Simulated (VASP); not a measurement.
Given:

```yaml
crystal:
  lattice:
    - [1.85019, -3.20462, 0.00000]
    - [1.85019, 3.20462, 0.00000]
    - [0.00000, 0.00000, 6.83636]
  atoms:
    - { symbol: Sn, position: [0.00000, 0.00000, 0.00000] }
    - { symbol: S, position: [0.33333, 0.66667, 0.21613] }
    - { symbol: S, position: [0.66667, 0.33333, 0.78387] }
```

All values below come from PBE GGA, VASP's PBE PAW potentials (set 64) (plane waves; VASP). Settings: 500 eV cut-off, 7×7×4 Γ-centred mesh, Gaussian smearing of 0.050 eV, potentials Sn_d S.

Without a dispersion term in the relaxation, distances and binding between the weakly bound layers, chains or molecules are unreliable, and so is what depends on them.

Question: Predict the energy per atom (σ→0).

Answer: 
```
Quantity                       Result
---------------------  --------------
energy per atom (σ→0)  -4.407 eV/atom
```

Only differences to runs with the same potentials and settings are physical.

The compound is SnS2 in the 1T layered structure. It was relaxed first, which changed the volume by +19 %.
